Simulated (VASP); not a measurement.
All values below come from optB88-vdW, VASP's PBE PAW potentials (set 64) (plane waves; VASP).

Input for VASP

**INCAR**
```
AGGAC = 0.0
ALGO = Normal
EDIFF = 1E-6
EDIFFG = -0.02
ENCUT = 520
GGA = BO
IBRION = 2
ISIF = 3
ISMEAR = 1
LASPH = .TRUE.
LCHARG = .FALSE.
LMAXMIX = 4
LREAL = .FALSE.
LUSE_VDW = .TRUE.
LWAVE = .FALSE.
NELM = 100
NSW = 60
PARAM1 = 0.1833333333
PARAM2 = 0.22
PREC = Accurate
SIGMA = 0.1
SYSTEM = Ni3Si
```

**KPOINTS**
```
kpoints
0
G
 8 8 8
0 0 0
```

### POSCAR
```
Ni3Si
1
    3.4628876297     0.0000000000    -0.0000000000
   -0.0000000000     3.4628876297    -0.0000000000
    0.0000000000     0.0000000000     3.4628876297
Si Ni
1 3
Direct
  0.0000000000   0.0000000000   0.0000000000
  0.0000000000   0.5000000000   0.5000000000
  0.5000000000   0.0000000000   0.5000000000
  0.5000000000   0.5000000000   0.0000000000
```

POTCAR, in this order: Si Ni (PBE.64 set). Program: vasp_std.

Energy and stress use the plane-wave basis of the starting cell.

Problem. Predict the energy per atom (σ→0), volume per atom, band gap (on the k-mesh).

Solution. 
```yaml
energy per atom (σ→0): -3.436 eV/atom
band gap (on the k-mesh): none (metal, semimetal or under 0.01 eV)
volume_per_atom: 10.80 Å³/atom
```

**OSZICAR**
```
...
DAV:   4    -0.137479031669E+02    0.27944E-01   -0.14395E-01  1505   0.313E+00    0.585E-01
DAV:   5    -0.137441733891E+02    0.37298E-02   -0.56450E-03  1998   0.936E-01    0.264E-01
DAV:   6    -0.137436318740E+02    0.54152E-03   -0.14718E-03  1940   0.353E-01    0.609E-02
DAV:   7    -0.137436335571E+02   -0.16830E-05   -0.13020E-04  1503   0.118E-01    0.322E-02
DAV:   8    -0.137436261911E+02    0.73660E-05   -0.25379E-05  1709   0.295E-02    0.765E-03
DAV:   9    -0.137436249130E+02    0.12781E-05   -0.35427E-06  1230   0.243E-02    0.188E-03
DAV:  10    -0.137436249259E+02   -0.12881E-07   -0.28436E-07   750   0.780E-03
   3 F= -.13743625E+02 E0= -.13744191E+02  d E =-.441132E-01
```

The compound is Ni3Si in the L1_2 structure. This run relaxes it. Symmetry was kept, so distortions that lower it aren't found. The start is the result of an earlier pass. The run is not spin-polarised, so no magnetic state was tried.
